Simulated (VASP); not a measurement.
Given:

```xyz
5
Lattice="4.1196 0.0000 0.0000 0.0000 4.1196 0.0000 0.0000 0.0000 4.1196" Properties=species:S:1:pos:R:3 pbc="T T T"
K      0.0000     0.0000     0.0000
Zn     2.0598     2.0598     2.0598
F      2.0598     0.0000     2.0598
F      0.0000     2.0598     2.0598
F      2.0598     2.0598     0.0000
```

Calculation: PBE GGA with D3 dispersion (zero damping), VASP's PBE PAW potentials (set 64) (plane waves; VASP). Numerical set-up: 520 eV cut-off, Gaussian smearing of 0.050 eV, potentials K_sv Zn F.

### Question
What does the run give for the band gap (along the path) with the smallest direct gap where there is one?

### Answer

| Property | Value |
|---|---|
| band gap (along the path) | 3.67 eV |
| smallest direct gap (along the path) | 5.23 eV |

Only differences to runs with the same potentials and settings are physical.

The compound is KZnF3 in the cubic perovskite structure. It was relaxed first, which changed the volume by +5 %.
